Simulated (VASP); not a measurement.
OSZICAR of a VASP run on GdN (rock salt):

File OSZICAR:
```
       N       E                     dE             d eps       ncg     rms          rms(c)
DAV:   1     0.469259954263E+02    0.46926E+02   -0.68947E+03  2288   0.120E+03
DAV:   2    -0.142705535948E+02   -0.61197E+02   -0.57401E+02  3079   0.239E+02
DAV:   3    -0.173527996062E+02   -0.30822E+01   -0.30228E+01  3040   0.446E+01
DAV:   4    -0.174007898487E+02   -0.47990E-01   -0.47898E-01  2935   0.501E+00
DAV:   5    -0.174017474921E+02   -0.95764E-03   -0.95707E-03  3095   0.567E-01    0.316E+01
DAV:   6    -0.484189286944E+01    0.12560E+02   -0.29519E+01  2760   0.399E+01    0.284E+01
DAV:   7    -0.590641929119E+01   -0.10645E+01   -0.72077E+00  2677   0.197E+01    0.161E+01
DAV:   8    -0.602154773026E+01   -0.11513E+00   -0.13368E+00  2749   0.120E+01    0.141E+00
DAV:   9    -0.582327624812E+01    0.19827E+00   -0.51903E-01  2497   0.847E+00    0.114E+00
DAV:  10    -0.596890651989E+01   -0.14563E+00   -0.10476E-01  2435   0.371E+00    0.333E-01
DAV:  11    -0.596799039598E+01    0.91612E-03   -0.56123E-03  2968   0.945E-01    0.183E-01
DAV:  12    -0.597055334652E+01   -0.25630E-02   -0.45808E-03  2438   0.817E-01    0.117E-01
DAV:  13    -0.597096532522E+01   -0.41198E-03   -0.37010E-04  2645   0.232E-01    0.241E-02
DAV:  14    -0.597096159761E+01    0.37276E-05   -0.28002E-05  2669   0.681E-02    0.147E-02
DAV:  15    -0.597094645375E+01    0.15144E-04   -0.20401E-05  2582   0.611E-02    0.437E-03
DAV:  16    -0.597095941433E+01   -0.12961E-04   -0.24022E-06  2651   0.203E-02    0.367E-03
DAV:  17    -0.597095744066E+01    0.19737E-05   -0.86651E-07  2782   0.684E-03    0.396E-03
DAV:  18    -0.597095846075E+01   -0.10201E-05   -0.94245E-08  1679   0.396E-03    0.210E-03
DAV:  19    -0.597095781925E+01    0.64150E-06   -0.20346E-08  1429   0.163E-03    0.123E-03
DAV:  20    -0.597095830364E+01   -0.48439E-06   -0.33270E-08  1330   0.210E-03    0.442E-04
DAV:  21    -0.597095829507E+01    0.85702E-08   -0.58511E-09  1324   0.866E-04
   1 F= -.59709583E+01 E0= -.59709583E+01  d E =0.000000E+00
       N       E                     dE             ncg
```

**Question.** Which electronic solver shows in the log?

**Answer.** It is blocked Davidson (ALGO = Normal, or the opening steps of other solvers). The INCAR had ALGO = Normal.

**Question.** Can the final energy be trusted as converged?

**Answer.** Self-consistency was reached. It stopped with EDIFF = 1E-7, NELM = 100 (MS2 meta-GGA, plane waves, VASP's PBE PAW potentials (set 64)). The 4f electrons are frozen in the core of the lanthanide potential, so 4f levels, which can set the real gap, and their magnetism are missing.

The compound is GdN in the rock salt structure. It was relaxed first.
